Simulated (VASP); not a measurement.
Runs of VASP 6.6.1 on OInCl2H. The cell holds a molecule in a box, 5 atoms: a = 13.000 Å, b = 13.000 Å, c = 12.000 Å, α = 90.00°, β = 90.00°, γ = 90.00°. 

| task | level | potentials or basis | cell | cutoff (eV) | gap on the mesh (eV) | largest force (eV/Å) |
| --- | --- | --- | --- | --- | --- | --- |
| single point | PBE | VASP PAW PBE potentials, release 64 (O, In_d, Cl, H) | atoms moved at random, drawn with an rms of 0.05 Å | 520 | 4.09 | 0.64 |
| atomic charges | PBE+TS | VASP PAW PBE potentials, release 64 (O, In_d, Cl, H) | as given | 520 | 4.19 | 0.71 |
| relaxation of the atoms | PBE | VASP PAW PBE potentials, release 64 (O, In_d, Cl, H) | atoms relaxed from: atoms moved at random, drawn with an rms of 0.02 Å | 520 | 3.96 | 0.01 |
| single point | BLYP+D4 | VASP PAW PBE potentials, release 64 (O_h, In_d, Cl_h, H_h) | as given | 900 | 4.12 | (a) |
| single point | PBE | VASP PAW PBE potentials, release 64 (O, In_d, Cl, H) | as given | 520 | 4.19 | 0.72 |
| electron localisation function | PBE | VASP PAW PBE potentials, release 64 (O, In_d, Cl, H) | as given | 520 | 4.19 | 0.72 |
| single point | PBE+TS | VASP PAW PBE potentials, release 64 (O, In_d, Cl, H) | as given | 520 | 4.19 | 0.71 |

Alike in all rows: no spin polarisation; k mesh 1 × 1 × 1; smearing gaussian 0.01 eV.

Question: Estimate the missing entries.

Answer: (a) 0.88.

Caveats: spin-orbit coupling is left out, which moves the levels of the heavy elements; the PAW data sets were made with another functional, which shifts forces and pressure a little (some runs).

A k mesh can miss the band edges, and the runs leave out spin-orbit coupling on In.
